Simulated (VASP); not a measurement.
A convergence study with VASP on Rb (bcc): one setting is varied, all else stays as given below, so the limit is that of these other settings. Each run relaxes cell and ions; the cell shown is the tightest run's result. The basis is that of the starting cell, so low cut-offs carry a Pulay error.

```
Rb
1.0
   -2.83681     2.83681     2.83681
    2.83681    -2.83681     2.83681
    2.83681     2.83681    -2.83681
Rb
1
Cartesian
  0.00000   0.00000   0.00000
```

The numbers are results of PBE GGA, VASP's PBE PAW potentials (set 64) (plane waves; VASP), not measurements. The tightest run used: 700 eV cut-off, 8×8×8 Γ-centred mesh, first-order Methfessel-Paxton smearing of 0.10 eV, potentials Rb_sv.

The reference is ENCUT = 700, which took about 2 core-minutes. The timings are rough (shared machines, no repeats); factors under 2 mean little.

Q: Of the settings ENCUT = 150; ENCUT = 200; ENCUT = 250; ENCUT = 350; ENCUT = 400; ENCUT = 450; ENCUT = 500; ENCUT = 550; ENCUT = 600; ENCUT = 650; ENCUT = 700, which is the lowest that keeps the difference from the reference in relaxed volume (Å³/atom) within 0.1 from there on, and what does it cost?

A: ENCUT = 500; its cost over the reference is within a factor of 2.
| setting | difference in relaxed volume (Å³/atom) | cost over the reference |
|---|---|---|
| ENCUT = 150 | 16.538 | about 1/9 |
| ENCUT = 200 | 1.649 | about 1/6 |
| ENCUT = 250 | 2.617 | about 1/2 |
| ENCUT = 350 | 0.062 | about 1/2 |
| ENCUT = 400 | 0.129 | about 1/2 |
| ENCUT = 450 | 0.219 | within a factor of 2 |
| ENCUT = 500 | 0.005 | within a factor of 2 |
| ENCUT = 550 | 0.015 | within a factor of 2 |
| ENCUT = 600 | 0.017 | within a factor of 2 |
| ENCUT = 650 | 0.018 | within a factor of 2 |
| ENCUT = 700 | 0.000 | reference |

Left out are rungs that failed or repeat a setting and relaxations that didn't move; long series are thinned to 24 rows.

The compound is Rb in the bcc structure.
